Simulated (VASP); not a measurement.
Data:

```
CELL_PARAMETERS angstrom
      3.16315     0.00000     0.00000
      0.00000     3.16315     0.00000
      0.00000     0.00000     3.16315
ATOMIC_POSITIONS crystal
  Hf 0.01533 0.99063 0.01270
  Co 0.48467 0.50937 0.48730
```

These are LDA (Ceperley-Alder, Perdew-Zunger), VASP's LDA PAW potentials (set 64) (plane waves; VASP) values and carry that method's errors. Numerical set-up: 300 eV cut-off, 6×6×6 Γ-centred mesh, Gaussian smearing of 0.14 eV, potentials Hf_pv Co.

At this cut-off the stress carries a Pulay error, which pulls relaxed volumes low. The run has a spin-polarised start.

### Question
Give the force on each atom (eV/Å).

### Answer

| atom | Fx | Fy | Fz |
|---|---|---|---|
| Hf1 | -0.258 | 0.159 | -0.215 |
| Co2 | 0.258 | -0.159 | 0.215 |

### Question
Give the stress tensor in GPa (positive for a compressed cell).

### Answer

```
-13.09   -0.15    0.20
 -0.15  -13.06   -0.13
  0.20   -0.13  -13.07
```
The pressure is its mean diagonal, -13.07 GPa.

The structure comes from a computed database's HfCo entry; how it stands against other phases isn't given here. The cell was not relaxed at this level, atoms are displaced from their ideal sites. The k-mesh is coarse (spacing up to 0.33 per Å, 2π included), so the numbers may not be converged in it.
